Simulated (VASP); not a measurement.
CsPbCl3 (cubic perovskite): the bulk modulus from VASP (plane waves, PAW) at several levels of theory. Static lattice, third-order Birch-Murnaghan fit over five volumes.

```tsv
level	bulk modulus (GPa)
LDA	29.5
PBE	21.9
PBEsol	25.1
SCAN	25.6
r2SCAN	24.9
```

The cell of the LDA run:

CsPbCl₃ is modelled in the cubic space group Pm-3m (No. 221), the cubic perovskite structure, Pearson symbol cP5. Conventional cell: a = b = c = 5.5324 Å, α = β = γ = 90.00°. Cs on 1a has 12 Cl at 3.912 Å (cuboctahedral). Pb on 1b is coordinated by 6 Cl at 2.766 Å (octahedral). Cl on 3c has 2 Pb at 2.766 Å and 4 Cs at 3.912 Å (octahedral). (Neighbours: up to the widest gap in distance over summed covalent radii, below 1.35, at either atom; cation-cation and far metal-metal contacts left out.)

Only levels that ran to the end are used. Left out are those held back, those with too coarse a band path, GW runs whose mesh misses a band edge, hybrids' fits of cells that aren't cubic and levels without matching references; a question may draw on a part of the rest.

The compound is CsPbCl3 in the cubic perovskite structure, the ideal cubic form; the compound distorts at low or room temperature.
